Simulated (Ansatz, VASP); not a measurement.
# GaP in two plane-wave programs, part 2 of 2

Aim: how closely do two programs agree when they are given the same cell, functional and k mesh? The cell is taken from a series of runs on this material, whose earlier steps may have relaxed, scaled, displaced or heated it; both programs get it as it stands.

VASP 6.6.1 and Ansatz 0.2.0.

So far: Set-up; VASP: relaxation of cell and atoms, r2SCAN.

### Step 3. Ansatz: relaxation of cell and atoms, r2SCAN

Level of this step: Ansatz beside VASP: Kohn-Sham DFT, plane waves, r2SCAN (Ansatz).

Ansatz runs on its PAW soft_1 files.

The same cell, functional, mesh and smearing now go to Ansatz.

Input file input.yaml:

```yaml
crystal:
  lattice:
    - [0.0, 5.45, 5.45]
    - [5.45, 0.0, 5.45]
    - [5.45, 5.45, 0.0]
  atoms:
    - { symbol: Ga, position: [0.0, 0.0, 0.0] }
    - { symbol: Ga, position: [0.0, 0.0, 0.5] }
    - { symbol: Ga, position: [0.0, 0.5, 1.0] }
    - { symbol: Ga, position: [0.0, 0.5, 0.5] }
    - { symbol: Ga, position: [0.5, 0.0, 1.0] }
    - { symbol: Ga, position: [0.5, 0.0, 0.5] }
    - { symbol: Ga, position: [0.5, 0.5, 1.0] }
    - { symbol: Ga, position: [0.5, 0.5, 0.5] }
    - { symbol: P, position: [0.375, 0.375, 0.375] }
    - { symbol: P, position: [0.375, 0.375, 0.875] }
    - { symbol: P, position: [0.375, 0.875, 0.375] }
    - { symbol: P, position: [0.375, 0.875, 0.875] }
    - { symbol: P, position: [0.875, 0.375, 0.375] }
    - { symbol: P, position: [0.875, 0.375, 0.875] }
    - { symbol: P, position: [0.875, 0.875, 0.375] }
    - { symbol: P, position: [0.875, 0.875, 0.875] }
kpoints:
  mp_grid: { grid: [4, 4, 4] }
scf:
  occupations: { method: fermi_dirac, width: 0.02 }
hamiltonian:
  xc: r2scan
  pseudopotentials: { kind: paw, azcp: { folder: soft_1 } }
basis:
  ecutwfc: 600
output:
  forces: true
  stress: true
relax:
  f_tol: 0.005
  max_steps: 70
  cell: { stress_tol: 0.02, p_target: 0 }
```

Command:

```sh
> ansatz run input.yaml --threads 4 --pin off --max-ram 10240MiB --backend cpu --events-out ev --progress --plain --runs-dir out
```

Numbers of over 12 decimals in the logs are rounded to 6 here.

The program printed:

```text
Engine: ansatz 0.2.0, aarch64-unknown-linux-gnu
Pseudopotentials: kind: paw
Pseudopotential: Ga, paw, valence charge 13, recommended cutoff 500 eV (meta_gga), soft_1/Ga.paw.azcp
Pseudopotential: P, paw, valence charge 5, recommended cutoff 500 eV (meta_gga), soft_1/P.paw.azcp
Functional definition: r2SCAN
  parameter k0 = 0.174
  parameter k1 = 0.065
  parameter a1 = 4.9479
  exchange = r2scan_x(k0 = k0, k1 = k1, a1 = a1)
  correlation = r2scan_c
Crystal: 16 atoms, lattice volume = 323.757 Å³
Basis set: ecut = 600 eV, 10849 PW (Γ), exchange–correlation on 256×256×256 points (64 copies of the dense FFT grid, shifted against one another)
Bands: 88, of which v1, the nominal top of the filled ones, is band 72 counted from 1 (71 counted from 0)
Symmetry: 192 space group operations
Space group: F-43m (ITA 216), of the structure as read, at distance tolerance 6.9e-5 Å
k-points: 8 of 64 (time reversal used)
Non-local potential: Ga, projectors of the file, l = 0: 2, l = 1: 2, l = 2: 3, l = 3: 1
Non-local potential: P, projectors of the file, l = 0: 2, l = 1: 2, l = 2: 1
PAW form: soft (Blöchl's): semilocal exchange-correlation on the pseudo side does not see the compensation charge
PAW frozen core: Ga, regenerated for the run's functional (the file was generated under x = pbe(κ = 0.804, μ = 0.219515), c = pbe(β = 0.066725))
PAW frozen core: P, regenerated for the run's functional (the file was generated under x = pbe(κ = 0.804, μ = 0.219515), c = pbe(β = 0.066725))
PAW one-centre angular grid: Ga, 590 points (default); XC on 160 Gauss nodes
PAW one-centre angular grid: P, 302 points (default); XC on 160 Gauss nodes
Initial density: superposition of atomic densities (chi_scale 0.1, normalization cell, long waves kept (reshape's long-wave potential 0.00 eV rms))
Initial wavefunctions: pseudopotential atomic-orbital guess
Functional: x = r2scan, c = r2scan; τ floored in thin density (d = 2e-4 eV/Å³)
SCF iter   1: F=—  HF=-36403.910693 eV  |F-HF|=—  |Δ(HF+E_count)|=         —  Δρ=5.04e-2  dr2=5.41e0  dr2_τ=1.37e-1  ethr=3.10e-3  ⟨swp⟩=7.4  Hψ=2840  notcnv=0  defer=2
preconditioner: auto → Resta (q_TF=auto, 2.384 Å⁻¹)  ε∞=3.9  [insulator: Δε(μ)=2.139 eV  Ē_g=14.576 eV  σ=0.020 eV  W_gap=1.00  n_scr=64 (ndim 8)  ℏωp=24.8 eV  f_vac=0.000  D(μ)=0.00/eV (n_scr^D=0)  ε∞_Penn≈3.9]
SCF iter   2: F=—  HF=-36403.795280 eV  |F-HF|=—  |Δ(HF+E_count)|=   1.15e-1  Δρ=2.84e-2  dr2=1.72e0  dr2_τ=9.24e-3  ethr=3.10e-3  ⟨swp⟩=2.0  Hψ=873  notcnv=0  defer=71
SCF iter   3: F=—  HF=-36403.936489 eV  |F-HF|=—  |Δ(HF+E_count)|=   1.41e-1  Δρ=3.75e-3  dr2=6.16e-2  dr2_τ=1.47e-3  ethr=1.20e-3  ⟨swp⟩=2.8  Hψ=871  notcnv=0  defer=71
SCF iter   4: F=—  HF=-36403.934592 eV  |F-HF|=—  |Δ(HF+E_count)|=   1.90e-3  Δρ=2.47e-3  dr2=1.07e-2  dr2_τ=1.17e-4  ethr=4.28e-5  ⟨swp⟩=3.0  Hψ=1321  notcnv=0  defer=71
SCF iter   5: F=—  HF=-36403.930632 eV  |F-HF|=—  |Δ(HF+E_count)|=   3.96e-3  Δρ=7.60e-4  dr2=1.90e-3  dr2_τ=3.44e-5  ethr=7.45e-6  ⟨swp⟩=2.0  Hψ=1266  notcnv=0  defer=71
SCF iter   6: F=—  HF=-36403.931251 eV  |F-HF|=—  |Δ(HF+E_count)|=   6.19e-4  Δρ=1.57e-4  dr2=1.20e-4  dr2_τ=1.08e-6  ethr=1.32e-6  ⟨swp⟩=2.0  Hψ=1162  notcnv=0  defer=71
SCF iter   7: F=—  HF=-36403.931214 eV  |F-HF|=—  |Δ(HF+E_count)|=   3.70e-5  Δρ=3.50e-5  dr2=3.61e-6  dr2_τ=4.99e-8  ethr=8.31e-8  ⟨swp⟩=2.0  Hψ=1203  notcnv=0  defer=71
SCF iter   8: F=—  HF=-36403.931280 eV  |F-HF|=—  |Δ(HF+E_count)|=   6.59e-5  Δρ=5.09e-6  dr2=6.31e-8  dr2_τ=5.83e-10  ethr=6.94e-11  ⟨swp⟩=4.2  Hψ=3037  notcnv=0
SCF iter   9: F=-36403.931280 eV  HF=-36403.931280 eV  |F-HF|=1.19e-9  |Δ(HF+E_count)|=   2.60e-8  Δρ=7.62e-7  dr2=2.34e-9  dr2_τ=1.82e-11  ethr=4.38e-11  ⟨swp⟩=2.0  Hψ=2130  notcnv=0
SCF 1 converged in 9 iterations: F = -36403.931280 eV  dr2 = 2.34e-9
  greatest PAW one-centre occupation: 0.993 electrons in one spin orbital (limit 2), on the Ga atom at site 7 (counted from 0), in its partial waves of l = 2
relax step   1: F+E_penalty+E_count = -36403.93127980 eV  Δ(F+E_penalty+E_count) = +0.000e0 eV  max|allowed force component| = 6.665e-17 eV/Å  Δτ_max = 0.0000 Å  P = +0.084 GPa  Ω = 323.757 Å³  (9 SCF iters, dr2 threshold 1.00e-7 eV, accepted)
[...]
relax step   2: F+E_penalty+E_count = -36403.93134488 eV  Δ(F+E_penalty+E_count) = -6.508e-5 eV  max|allowed force component| = 6.679e-17 eV/Å  Δτ_max = 0.0000 Å  P = +0.018 GPa  Ω = 323.998 Å³  energy of the carried Pulay correction = -1.123e-5 eV  (6 SCF iters, dr2 threshold 1.74e-8 eV, accepted)
[...]
relax step   3: F+E_penalty+E_count = -36403.93135027 eV  Δ(F+E_penalty+E_count) = -5.385e-6 eV  max|allowed force component| = 7.571e-17 eV/Å  Δτ_max = 0.0000 Å  P = +0.018 GPa  Ω = 323.998 Å³  stress off target by 1.80e-2 GPa  SCF on the basis re-selected at this cell (its energy is not comparable with the rows above)  (5 SCF iters)
basis re-selected at this cell: Δ(F+E_penalty+E_count) = -5.385e-6 eV, ΔP = +0.000 GPa vs the last step (what re-selecting the basis moved, of the pressure what is left beyond the Pulay correction that the steps carried, after the strain that the cell walked since its last selection, with what the two solves' SCF thresholds leave and, on support functions, any second-order correction that the steps lacked; it is no m [...]
SCF converged after 5 iterations
Free energy (F): -36403.931350 eV
Harris-Foulkes:  -36403.931350 eV  (|F-HF|=7.28e-12)
Internal energy: -36403.931350 eV  (E = F + TS)
E sigma→0 (E₀):  -36403.931350 eV
Fermi energy:    7.816716 eV
--- Per-component energies (eV) ---
  E_band       = -542.841743
  E_kinetic    = 1440.070281
  E_local      = -13425.197208  (includes V_loc(G=0)·N_el)
  E_nonlocal   = -470.695105
  E_hartree    = 8149.276092
  E_xc         = -1005.687883
  E_vxc        = -984.860601  (∫ρ·V_xc dr)
  E_paw        = -20586.227617  (= ΣΔE_a)
  E_vpaw       = -3447.859650  (= ΣTr[D̂ρ^β])
  E_aug_tail   = -0.000115  (compensation charges beyond the density's cutoff)
  E_vtau       = 47.148684  (kinetic-family band-sum trace: ∫τ·v_τ [+ j·A + Jᵃ·Aᵃ] dr)
  E_ewald      = -10499.518536
  E_core_change = -5.951261  (= ΣΔE_core)
  E_smearing   = -0.000000  (= −TS)
  E_closure    = 0.000000  (closes the sum)
  Σ components = -36403.931350   (vs F -36403.931350, Δ=0.00e0)
--- Forces (eV/Å), atoms counted from 1 ---
  atom   1  Ga    -0.00000000    -0.00000000    -0.00000000
  atom   2  Ga    -0.00000000    -0.00000000    -0.00000000
  atom   3  Ga    -0.00000000    -0.00000000    -0.00000000
  atom   4  Ga    -0.00000000    -0.00000000    -0.00000000
  atom   5  Ga     0.00000000    -0.00000000    -0.00000000
  atom   6  Ga     0.00000000    -0.00000000    -0.00000000
  atom   7  Ga     0.00000000    -0.00000000    -0.00000000
  atom   8  Ga    -0.00000000    -0.00000000    -0.00000000
  atom   9  P     -0.00000000    -0.00000000    -0.00000000
  atom  10  P     -0.00000000    -0.00000000    -0.00000000
  atom  11  P     -0.00000000    -0.00000000    -0.00000000
  atom  12  P     -0.00000000    -0.00000000    -0.00000000
  atom  13  P     -0.00000000    -0.00000000    -0.00000000
  atom  14  P     -0.00000000    -0.00000000    -0.00000000
  atom  15  P      0.00000000    -0.00000000    -0.00000000
  atom  16  P      0.00000000    -0.00000000    -0.00000000
  max |Σ_I F_I| component: 5.28e-16 eV/Å
--- Stress (GPa, compression-positive) ---
        0.018020      -0.000000       0.000000
       -0.000000       0.018020       0.000000
       -0.000000       0.000000       0.018020
  P = ⅓ Tr σ = 0.0180 GPa (0.180 kbar)
--- Relaxed structure (2 steps of the walk, 2 accepted, 1 SCFs on fresh bases) ---
  F+E_penalty+E_count = -36403.93135027 eV   max|allowed force component| = 7.571e-17 eV/Å   (the final SCF, on the basis selected at the relaxed cell)
  cell:  # Å, volume = 323.9982 Å³
    - [0, 5.451352, 5.451352]
    - [5.451352, 0, 5.451352]
    - [5.451352, 5.451352, 0]
  atoms:
    - { symbol: Ga, position: [0, 0, 0] }
    - { symbol: Ga, position: [0, 0, 0.5] }
    - { symbol: Ga, position: [-1.1102230246251565e-16, 0.500000, 1.0] }
    - { symbol: Ga, position: [0.0, 0.5, 0.5] }
    - { symbol: Ga, position: [0.500000, -1.1102230246251565e-16, 1.0] }
    - { symbol: Ga, position: [0.5, 0.0, 0.5] }
    - { symbol: Ga, position: [0.5, 0.5, 1.000000] }
    - { symbol: Ga, position: [0.5, 0.5, 0.5] }
    - { symbol: P, position: [0.375000, 0.375000, 0.375000] }
    - { symbol: P, position: [0.375000, 0.375000, 0.875000] }
    - { symbol: P, position: [0.375000, 0.875000, 0.375000] }
    - { symbol: P, position: [0.375000, 0.875000, 0.875000] }
    - { symbol: P, position: [0.875000, 0.375000, 0.375000] }
    - { symbol: P, position: [0.875000, 0.375000, 0.875000] }
    - { symbol: P, position: [0.875000, 0.875000, 0.375000] }
    - { symbol: P, position: [0.875000, 0.875000, 0.875000] }
```

Reading the cycles: dr2 is the Hartree energy of the density residual (eV), the measure of convergence; HF is the Harris–Foulkes estimate of the energy, which meets the free energy F at convergence.

### Step 4. Comparison

Known differences besides the potentials themselves: VASP keeps PBE cores, Ansatz makes them for the functional; the cutoff is 600 eV in Ansatz and 550 eV in VASP; Ansatz adds a Pulay correction to the stress that steers its cell, VASP none. Total energies have different zeros and are not compared.

The two programs side by side:

```csv
quantity,Ansatz,VASP,difference
volume (Å³),324.00,323.64,+0.11 %
"edge a after relaxation, in the typed setting (Å)",7.709,7.707,+0.04 %
```

### Step 5. Outcome

```json
{"difference in volume (relaxation of cell and atoms, r2SCAN)": "0.11 %"}
```

In words: The difference in volume is 0.11 % (relaxation of cell and atoms, r2SCAN), within the 1.2 % picked in this series as the mark of a large difference, as far as the stopping tolerances let one tell. Such differences can come from data sets, numerical settings and the points named under the comparisons, not from the functional's error against experiment.

[Lines on the potential files, build, host, timing and source positions are cut from VASP's logs without a mark.]

[Logs are printed without paths, hosts, clocks, repeated set-up lines and the standing remarks that a program may print on its own settings, such as how far it seeks lower states.]

[Hosts, paths, dates, database ids (printed as entryN), source tags and the programs' standing remarks are cut or masked in the printed files.]
